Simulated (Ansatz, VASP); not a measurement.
# NaOs2: VASP beside Ansatz

```
Na Os
1.0
     2.76041    0.00000    0.00000
    -1.38020    2.39058    0.00000
     0.00000    0.00000    7.57981
Na Os
1 2
Direct
  0.00000 0.00000 0.00000
  0.33333 0.66667 0.63427
  0.66667 0.33333 0.36573
```

Alike in both runs: functional PBE; k mesh 18 × 18 × 6; occupations gaussian, width 0.1 eV; no spin polarisation.

Ansatz relaxed the structure, and its values are those at the end. VASP's run is a single point on that final structure, the one shown.

|  | VASP | Ansatz |
| --- | --- | --- |
| version | VASP 6.6.1 | Ansatz 0.2.0 |
| potentials or method | VASP PAW PBE potentials, release 64 (Na_pv, Os) | scalar-relativistic, plane waves, PAW |
| plane-wave cutoff (eV) | 520 | 420 |
| valence electrons in the cell | 23 | 41 |

Ansatz gave:

| Quantity | Value |
| --- | --- |
| gap on the k mesh at the Fermi level (eV) | none |
| pressure (GPa) | 0.0 |
| rms of the force components (eV/Å) | 0.003 |

Q: Which values does VASP return?

A: gap on the k mesh at the Fermi level (eV): none; pressure (GPa): -0.1; rms of the force components (eV/Å): 0.008.

A gap of «none» marks a metal or a gap that the smearing closes. The two sets of potentials don't hold the same shells in valence.

The runs have no spin-orbit coupling, so splittings on Os are missing.
